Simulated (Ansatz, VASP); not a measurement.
**Hf3Br in VASP and in Ansatz**

```xyz
4
Lattice="-2.6803 2.6803 3.1448 2.6803 -2.6803 3.1448 2.6803 2.6803 -3.1448" Properties=species:S:1:pos:R:3 pbc="T T T"
Hf    0.0000    2.6803    0.0000
Hf    2.6803    0.0000    0.0000
Hf    0.0000    0.0000    0.0000
Br    0.0000    0.0000    3.1448
```

Alike in both runs: task single point; functional PBE; k mesh 4 × 4 × 4; occupations gaussian, width 0.1 eV; no spin polarisation.

```csv
,VASP,Ansatz
version,VASP 6.6.1,Ansatz 0.2.0
potentials or method,"VASP PAW PBE potentials, release 64 (Hf_pv, Br)","scalar-relativistic, plane waves, PAW"
plane-wave cutoff (eV),520,420
valence electrons in the cell,37,85
```

|  | VASP | Ansatz | Ansatz less VASP |
| --- | --- | --- | --- |
| gap on the k mesh at the Fermi level (eV) | none | none | - |
| pressure (GPa) | 6.4 | 6.9 | +0.49 |
| largest component of the traceless stress (GPa) | 12.86 | 13.17 | +0.311 |

A gap of «none» marks a metal or a gap that the smearing closes. The two sets of potentials don't hold the same shells in valence.

Caveats: the k mesh is coarse (spacing up to 0.41 Å⁻¹), so the values aren't converged; an odd number of electrons without spin polarisation forces a metal; a magnetic or distorted state may lie lower. Spin-orbit coupling is left out, which matters for the levels of Hf.
